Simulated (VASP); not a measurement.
All values below come from r2SCAN+rVV10, VASP's PBE PAW potentials (set 64) (plane waves; VASP 6.6.1).

Input for VASP

POSCAR:
```
RuAl
1.0
  2.9900000000   0.0000000000   0.0000000000
  0.0000000000   2.9900000000   0.0000000000
  0.0000000000   0.0000000000   2.9900000000
Al Ru
1 1
Cart
  1.4950000000   1.4950000000   1.4950000000
  0.0000000000   0.0000000000   0.0000000000
```

**KPOINTS**
```
Automatic
0
Gamma
 11 11 11
0 0 0
```

INCAR:
```
SYSTEM = RuAl
PREC = Accurate
ENCUT = 520
EDIFF = 1E-6
NELM = 100
ALGO = Normal
LREAL = .FALSE.
LASPH = .TRUE.
ISMEAR = 1
SIGMA = 0.1
METAGGA = R2SCAN
LUSE_VDW = .TRUE.
BPARAM = 11.95
CPARAM = 0.0093
LMIXTAU = .TRUE.
LMAXMIX = 4
LWAVE = .FALSE.
LCHARG = .FALSE.
IBRION = 2
ISIF = 3
NSW = 60
EDIFFG = -0.01
```

POTCAR, in this order: Al Ru_pv (PBE.64 set). Program: vasp_std.

Output of the run:

**OUTCAR**
```
 ion  position               nearest neighbor table
   1  0.500  0.500  0.500-   2 2.59   2 2.59   2 2.59   2 2.59   2 2.59   2 2.59   2 2.59   2 2.59
  LATTYP: Found a simple cubic cell.
 ALAT       =     2.9900000000
 Subroutine PRICEL returns:
 Original cell was already a primitive cell.
 Subroutine GETGRP returns: Found 48 space group operations
The static configuration has the point symmetry O_h .
The dynamic configuration has the point symmetry O_h .
 Subroutine INISYM returns: Found 48 space group operations
 Subroutine IBZKPT returns following result:
 Found     56 irreducible k-points:

 Following reciprocal coordinates:
            Coordinates               Weight
  0.000000  0.000000  0.000000      1.000000
  0.090909  0.000000  0.000000      6.000000
  0.181818  0.000000  0.000000      6.000000
  0.272727  0.000000  0.000000      6.000000
  0.363636  0.000000  0.000000      6.000000
  0.454545  0.000000  0.000000      6.000000
  0.090909  0.090909  0.000000     12.000000
  0.181818  0.090909  0.000000     24.000000
  0.272727  0.090909  0.000000     24.000000
  0.363636  0.090909  0.000000     24.000000
  0.454545  0.090909  0.000000     24.000000
  0.181818  0.181818  0.000000     12.000000
  0.272727  0.181818  0.000000     24.000000
  0.363636  0.181818  0.000000     24.000000
  0.454545  0.181818  0.000000     24.000000
  0.272727  0.272727  0.000000     12.000000
  0.363636  0.272727  0.000000     24.000000
  0.454545  0.272727  0.000000     24.000000
  0.363636  0.363636  0.000000     12.000000
  0.454545  0.363636  0.000000     24.000000
  0.454545  0.454545  0.000000     12.000000
  0.090909  0.090909  0.090909      8.000000
  0.181818  0.090909  0.090909     24.000000
  0.272727  0.090909  0.090909     24.000000
  0.363636  0.090909  0.090909     24.000000
  0.454545  0.090909  0.090909     24.000000
  0.181818  0.181818  0.090909     24.000000
  0.272727  0.181818  0.090909     48.000000
  0.363636  0.181818  0.090909     48.000000
  0.454545  0.181818  0.090909     48.000000
  0.272727  0.272727  0.090909     24.000000
  0.363636  0.272727  0.090909     48.000000
  0.454545  0.272727  0.090909     48.000000
  0.363636  0.363636  0.090909     24.000000
  0.454545  0.363636  0.090909     48.000000
  0.454545  0.454545  0.090909     24.000000
  0.181818  0.181818  0.181818      8.000000
  0.272727  0.181818  0.181818     24.000000
  0.363636  0.181818  0.181818     24.000000
  0.454545  0.181818  0.181818     24.000000
   k-points           NKPTS =     56   k-points in BZ     NKDIM =     56   number of bands    NBANDS=     12
   number of dos      NEDOS =    301   number of ions     NIONS =      2
   total plane-waves  NPLWV =  13824
   dimension x,y,z NGX =    24 NGY =   24 NGZ =   24
   dimension x,y,z NGXF=    48 NGYF=   48 NGZF=   48
   ions per type =               1   1
   PREC   = accura    normal or accurate (medium, high low for compatibility)
   ISTART =      0    job   : 0-new  1-cont  2-samecut
   ICHARG =      2    charge: 1-file 2-atom 10-const
   ISPIN  =      1    spin polarized calculation?
   LNONCOLLINEAR =      F non collinear calculations
   LSORBIT =      F    spin-orbit coupling
   INIWAV =      1    electr: 0-lowe 1-rand  2-diag
   ENCUT  =  520.0 eV  38.22 Ry    6.18 a.u.   5.56  5.56  5.56*2*pi/ulx,y,z
   NELM   =    100;   NELMIN=  2; NELMDL= -5     # of ELM steps
   EDIFF  = 0.1E-05   stopping-criterion for ELM
   LREAL  =      F    real-space projection
   NLSPLINE    = F    spline interpolate recip. space projectors
   LMAXMIX     =    4 max onsite mixed and CHGCAR
   VOSKOWN=      0    Vosko Wilk Nusair interpolation
...
```

### OSZICAR
```
       N       E                     dE             d eps       ncg     rms          rms(c)
DAV:   1     0.972825255206E+02    0.97283E+02   -0.96588E+03  1352   0.137E+03
DAV:   2    -0.357300800980E+02   -0.13301E+03   -0.12822E+03  1428   0.362E+02
DAV:   3    -0.385462444945E+02   -0.28162E+01   -0.27240E+01  1656   0.527E+01
DAV:   4    -0.385786115530E+02   -0.32367E-01   -0.32341E-01  1568   0.536E+00
DAV:   5    -0.385795429630E+02   -0.93141E-03   -0.93136E-03  1896   0.737E-01    0.158E+01
DAV:   6    -0.332923190245E+02    0.52872E+01   -0.78208E+00  1400   0.371E+01    0.400E+00
DAV:   7    -0.332400790117E+02    0.52240E-01   -0.84546E-01  1412   0.112E+01    0.200E+00
DAV:   8    -0.332630649703E+02   -0.22986E-01   -0.29674E-02  1388   0.212E+00    0.891E-01
DAV:   9    -0.332692845228E+02   -0.62196E-02   -0.29683E-02  1400   0.198E+00    0.460E-01
DAV:  10    -0.332692331778E+02    0.51345E-04   -0.25993E-03  1556   0.623E-01    0.208E-01
DAV:  11    -0.332692339587E+02   -0.78096E-06   -0.93088E-04  1500   0.375E-01    0.414E-02
DAV:  12    -0.332691652346E+02    0.68724E-04   -0.99954E-05  1468   0.119E-01    0.900E-03
DAV:  13    -0.332691462236E+02    0.19011E-04   -0.11775E-05  1592   0.441E-02    0.266E-03
DAV:  14    -0.332691459481E+02    0.27550E-06   -0.51032E-07   812   0.942E-03
   1 F= -.33269146E+02 E0= -.33268715E+02  d E =-.332691E+02
       N       E                     dE             d eps       ncg     rms          rms(c)
DAV:   1    -0.336024811367E+02   -0.33333E+00   -0.52370E+00  1388   0.330E+01    0.554E+00
DAV:   2    -0.332763739643E+02    0.32611E+00   -0.17226E+00  1396   0.161E+01    0.172E+00
DAV:   3    -0.332638469357E+02    0.12527E-01   -0.54887E-02  1404   0.284E+00    0.569E-01
DAV:   4    -0.332630525813E+02    0.79435E-03   -0.10236E-02  1412   0.743E-01    0.111E-01
DAV:   5    -0.332631489209E+02   -0.96340E-04   -0.27539E-03  1376   0.720E-01    0.903E-02
DAV:   6    -0.332640855301E+02   -0.93661E-03   -0.15316E-03  1404   0.481E-01    0.295E-02
DAV:   7    -0.332643884780E+02   -0.30295E-03   -0.16451E-04  1568   0.145E-01    0.231E-02
DAV:   8    -0.332643950931E+02   -0.66151E-05   -0.55946E-05  1432   0.101E-01    0.117E-02
DAV:   9    -0.332644100724E+02   -0.14979E-04   -0.90681E-06  1552   0.385E-02    0.385E-03
DAV:  10    -0.332644097784E+02    0.29396E-06   -0.37818E-07   768   0.884E-03
   2 F= -.33264410E+02 E0= -.33263928E+02  d E =0.473617E-02
       N       E                     dE             d eps       ncg     rms          rms(c)
DAV:   1    -0.334050704099E+02   -0.14066E+00   -0.20737E+00  1380   0.210E+01    0.302E+00
DAV:   2    -0.332775333469E+02    0.12754E+00   -0.70474E-01  1408   0.102E+01    0.860E-01
DAV:   3    -0.332715434301E+02    0.59899E-02   -0.22367E-02  1408   0.178E+00    0.239E-01
DAV:   4    -0.332713320898E+02    0.21134E-03   -0.38414E-03  1424   0.468E-01    0.663E-02
DAV:   5    -0.332712902508E+02    0.41839E-04   -0.11308E-03  1368   0.470E-01    0.486E-02
DAV:   6    -0.332716070666E+02   -0.31682E-03   -0.70899E-04  1396   0.319E-01    0.197E-02
DAV:   7    -0.332717711079E+02   -0.16404E-03   -0.40000E-05  1604   0.680E-02    0.138E-02
DAV:   8    -0.332718042467E+02   -0.33139E-04   -0.25479E-05  1380   0.677E-02    0.665E-03
DAV:   9    -0.332718074851E+02   -0.32385E-05   -0.16016E-06  1068   0.194E-02    0.288E-03
DAV:  10    -0.332718078406E+02   -0.35547E-06   -0.30048E-07   716   0.752E-03
   3 F= -.33271808E+02 E0= -.33271358E+02  d E =-.266189E-02
```

File OUTCAR:
```
------------------------ aborting loop because EDIFF is reached ----------------------------------------
  FORCE on cell =-STRESS in cart. coord.  units (eV):
  Direction    XX          YY          ZZ          XY          YZ          ZX
  --------------------------------------------------------------------------------------
  Total       -0.0047551     -0.0047551     -0.0047551     -0.0000000     -0.0000000     -0.0000000
  in kB       -0.2884208     -0.2884208     -0.2884208     -0.0000000     -0.0000000     -0.0000000
  external PRESSURE =      -0.2884208 kB  Pullay stress =       0.0000000 kB
  volume of cell :       26.41
      direct lattice vectors                 reciprocal lattice vectors
     2.978155799  0.000000000  0.000000000     0.335778269 -0.000000000  0.000000000
     0.000000000  2.978155799  0.000000000    -0.000000000  0.335778269  0.000000000
    -0.000000000 -0.000000000  2.978155799    -0.000000000 -0.000000000  0.335778269
 POSITION                                       TOTAL-FORCE (eV/Angst)
 -----------------------------------------------------------------------------------
      1.48908      1.48908      1.48908         0.000000      0.000000      0.000000
      0.00000      0.00000      0.00000        -0.000000     -0.000000      0.000000
 -----------------------------------------------------------------------------------
    total drift:                                0.000000      0.000000      0.000000
  FREE ENERGIE OF THE ION-ELECTRON SYSTEM (eV)
  ---------------------------------------------------
  free  energy   TOTEN  =       -33.2718078406 eV

  energy  without entropy=      -33.2704588204  energy(sigma->0) =      -33.27135817

 reached required accuracy - stopping structural energy minimisation
```
(Selected blocks of OUTCAR.)

File CONTCAR:
```
RuAl
   1.00000000000000
     2.9781557989152514    0.0000000000000000    0.0000000000000000
     0.0000000000000000    2.9781557989152514    0.0000000000000000
    -0.0000000000000000   -0.0000000000000000    2.9781557989152514
  Al              Ru
     1     1
Direct
     0.5000000000000000    0.5000000000000000    0.5000000000000000
     0.0000000000000000    0.0000000000000000    0.0000000000000000
```

The compound is RuAl in the CsCl type structure. This run relaxes it. Symmetry was kept, so distortions that lower it aren't found. The electron count is odd and the run is not spin-polarised, which forces a metal.
